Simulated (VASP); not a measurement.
Level of theory: vdW-DF2, VASP's PBE PAW potentials (set 64) (plane waves; VASP).

A VASP calculation is set up with these files.

INCAR:
```
SYSTEM = Dy
PREC = Accurate; ENCUT = 520; LREAL = .False.
LASPH = .True.
EDIFF = 1E-7; NELM = 100; ALGO = Normal
LMAXMIX = 6
ISMEAR = 1; SIGMA = 0.1
GGA = ML; LUSE_VDW = .True.; AGGAC = 0.0
ZAB_VDW = -1.8867
IBRION = 2; NSW = 30; ISIF = 4
EDIFFG = -0.01
LWAVE = .False.; LCHARG = .False.
```

KPOINTS:
```
K-points
0
G
 11 11 7
```

**POSCAR**
```
Dy
1
    1.8738396088    -3.2455851894     0.0000000000
    1.8738396088     3.2455851894     0.0000000000
    0.0000000000     0.0000000000     5.7920440775
Dy
2
Direct
  0.3333330000   0.6666670000   0.2500000000
  0.6666670000   0.3333330000   0.7500000000
```

POTCAR, in this order: Dy_3 (PBE.64 set). Program: vasp_std.

Output

File OSZICAR:
```
       N       E                     dE             d eps       ncg     rms          rms(c)
DAV:   1     0.546874775608E+02    0.54687E+02   -0.88113E+03  1664   0.123E+03
DAV:   2     0.864190330195E+00   -0.53823E+02   -0.52888E+02  1684   0.305E+02
DAV:   3    -0.254195505257E+01   -0.34061E+01   -0.31914E+01  2318   0.406E+01
DAV:   4    -0.271172829806E+01   -0.16977E+00   -0.15175E+00  2345   0.883E+00
DAV:   5    -0.271713548158E+01   -0.54072E-02   -0.53937E-02  2372   0.109E+00    0.209E+01
DAV:   6    -0.274123564003E+01   -0.24100E-01   -0.31073E-02  2185   0.163E+00    0.126E+01
DAV:   7    -0.276366661781E+01   -0.22431E-01   -0.65035E-02  2452   0.247E+00    0.273E-01
DAV:   8    -0.276410642038E+01   -0.43980E-03   -0.37847E-03  2014   0.508E-01    0.125E-01
DAV:   9    -0.276429056061E+01   -0.18414E-03   -0.38407E-04  2109   0.175E-01    0.312E-02
DAV:  10    -0.276428571315E+01    0.48475E-05   -0.17662E-04  2306   0.108E-01    0.880E-02
DAV:  11    -0.276428551461E+01    0.19854E-06   -0.43911E-05  1954   0.507E-02    0.262E-03
DAV:  12    -0.276428693557E+01   -0.14210E-05   -0.34107E-06  2648   0.172E-02    0.488E-03
DAV:  13    -0.276428651683E+01    0.41874E-06   -0.41441E-07  2063   0.504E-03    0.671E-04
DAV:  14    -0.276428659540E+01   -0.78569E-07   -0.19775E-08  1262   0.154E-03
   1 F= -.27642866E+01 E0= -.27635256E+01  d E =-.276429E+01
       N       E                     dE             d eps       ncg     rms          rms(c)
DAV:   1    -0.276552398547E+01   -0.12375E-02   -0.43754E-02  1674   0.157E+00    0.141E-01
DAV:   2    -0.276494621965E+01    0.57777E-03   -0.94092E-04  2209   0.324E-01    0.798E-02
DAV:   3    -0.276468115402E+01    0.26507E-03   -0.34519E-04  2160   0.145E-01    0.345E-02
DAV:   4    -0.276468597366E+01   -0.48196E-05   -0.62242E-05  2349   0.589E-02    0.182E-02
DAV:   5    -0.276468638831E+01   -0.41465E-06   -0.16384E-06  2305   0.939E-03    0.825E-03
DAV:   6    -0.276468668170E+01   -0.29338E-06   -0.27149E-07  1966   0.469E-03    0.142E-03
DAV:   7    -0.276468670195E+01   -0.20255E-07   -0.31198E-08  1057   0.187E-03
   2 F= -.27646867E+01 E0= -.27639830E+01  d E =-.400107E-03
       N       E                     dE             d eps       ncg     rms          rms(c)
DAV:   1    -0.276551767564E+01   -0.83099E-03   -0.36766E-02  1664   0.144E+00    0.129E-01
DAV:   2    -0.276502753702E+01    0.49014E-03   -0.79333E-04  2209   0.297E-01    0.737E-02
DAV:   3    -0.276480362302E+01    0.22391E-03   -0.29440E-04  2185   0.134E-01    0.319E-02
DAV:   4    -0.276480788207E+01   -0.42591E-05   -0.52397E-05  2268   0.540E-02    0.167E-02
DAV:   5    -0.276480824809E+01   -0.36602E-06   -0.14842E-06  2305   0.887E-03    0.759E-03
DAV:   6    -0.276480851001E+01   -0.26191E-06   -0.22775E-07  1866   0.429E-03    0.130E-03
DAV:   7    -0.276480852941E+01   -0.19401E-07   -0.27295E-08   982   0.174E-03
   3 F= -.27648085E+01 E0= -.27641389E+01  d E =-.521934E-03
```

OUTCAR:
```
------------------------ aborting loop because EDIFF is reached ----------------------------------------
  FORCE on cell =-STRESS in cart. coord.  units (eV):
  Direction    XX          YY          ZZ          XY          YZ          ZX
  --------------------------------------------------------------------------------------
  Total       -0.9811071     -0.9811069     -0.9795945      0.0000000     -0.0000000      0.0000000
  in kB      -22.3120615    -22.3120587    -22.2776646      0.0000000     -0.0000000      0.0000000
  external PRESSURE =     -22.3005949 kB  Pullay stress =       0.0000000 kB
  volume of cell :       70.45
      direct lattice vectors                 reciprocal lattice vectors
     1.868559237 -3.236439339 -0.000000000     0.267585844 -0.154490768 -0.000000000
     1.868559237  3.236439339  0.000000000     0.267585844  0.154490768  0.000000000
     0.000000000 -0.000000000  5.824825832     0.000000000 -0.000000000  0.171678953
 POSITION                                       TOTAL-FORCE (eV/Angst)
 -----------------------------------------------------------------------------------
      1.86856      1.07882      1.45621         0.000000     -0.000000      0.000000
      1.86856     -1.07882      4.36862        -0.000000      0.000000     -0.000000
 -----------------------------------------------------------------------------------
    total drift:                                0.000000      0.000111     -0.000011
  FREE ENERGIE OF THE ION-ELECTRON SYSTEM (eV)
  ---------------------------------------------------
  free  energy   TOTEN  =        -2.7648085294 eV

  energy  without entropy=       -2.7627994978  energy(sigma->0) =       -2.76413885

 reached required accuracy - stopping structural energy minimisation
```
(Selected blocks of OUTCAR.)

File CONTCAR:
```
Dy
   1.00000000000000
     1.8685592369665769   -3.2364393385377084   -0.0000000000000000
     1.8685592369665769    3.2364393385377084    0.0000000000000000
     0.0000000000000000   -0.0000000000000000    5.8248258322794202
  Dy
     2
Direct
     0.3333330000000032    0.6666669999999968    0.2500000000000000
     0.6666669999999968    0.3333330000000032    0.7500000000000000
```

The 4f electrons are frozen in the core of the lanthanide potential, so 4f levels, which can set the real gap, and their magnetism are missing.

The compound is Dy in the hcp structure. This cell is one point of a volume scan, at 1.06 of the reference volume. Symmetry was kept, so distortions that lower it aren't found.
